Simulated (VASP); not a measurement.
Computed with PBEsol GGA, VASP's PBE PAW potentials (set 64) (plane waves; VASP).

VASP ran on this input.

### POSCAR
```
ZrC
1
    0.0000000000     2.3199763872     2.3199763872
    2.3199763872     0.0000000000     2.3199763872
    2.3199763872     2.3199763872     0.0000000000
Zr C
1 1
Direct
  0.0000000000   0.0000000000   0.0000000000
  0.5000000000   0.5000000000   0.5000000000
```

File KPOINTS:
```
kpoints
0
gamma
  14 14 14
0 0 0
```

**INCAR**
```
ALGO = Normal
EDIFF = 1E-6
EDIFFG = -0.02
ENCUT = 620
GGA = PS
IBRION = 2
ISIF = 3
ISMEAR = 1
LASPH = .True.
LCHARG = .False.
LMAXMIX = 4
LREAL = .False.
LWAVE = .False.
NELM = 100
NSW = 40
PREC = Accurate
PSTRESS = 100
SIGMA = 0.1
SYSTEM = ZrC
```

POTCAR, in this order: Zr_sv C (PBE.64 set). Program: vasp_std.

Problem. Estimate the energy per atom (σ→0), volume per atom, band gap (on the k-mesh).

Solution. 
```
Item                                                         Value
------------------------  ----------------------------------------
energy per atom (σ→0)                              -10.272 eV/atom
band gap (on the k-mesh)  none (metal, semimetal or under 0.01 eV)
volume per atom                                      12.25 Å³/atom
```

OSZICAR:
```
...
DAV:   3    -0.205388507038E+02    0.26730E-01   -0.12803E-01  3392   0.316E+00    0.542E-01
DAV:   4    -0.205418962842E+02   -0.30456E-02   -0.38934E-03  3168   0.559E-01    0.352E-01
DAV:   5    -0.205446653720E+02   -0.27691E-02   -0.67275E-03  3896   0.449E-01    0.709E-02
DAV:   6    -0.205446911692E+02   -0.25797E-04   -0.65458E-05  2796   0.654E-02    0.603E-02
DAV:   7    -0.205447078995E+02   -0.16730E-04   -0.64161E-05  3680   0.908E-02    0.235E-02
DAV:   8    -0.205447101597E+02   -0.22603E-05   -0.82114E-06  3360   0.248E-02    0.671E-03
DAV:   9    -0.205447097730E+02    0.38675E-06   -0.73859E-07  1472   0.113E-02
   3 F= -.19015269E+02 E0= -.19015196E+02  d E =-.767311E-02
```

The compound is ZrC in the rock salt structure. This run relaxes it under an external pressure of 10 GPa. Symmetry was kept, so distortions that lower it aren't found.
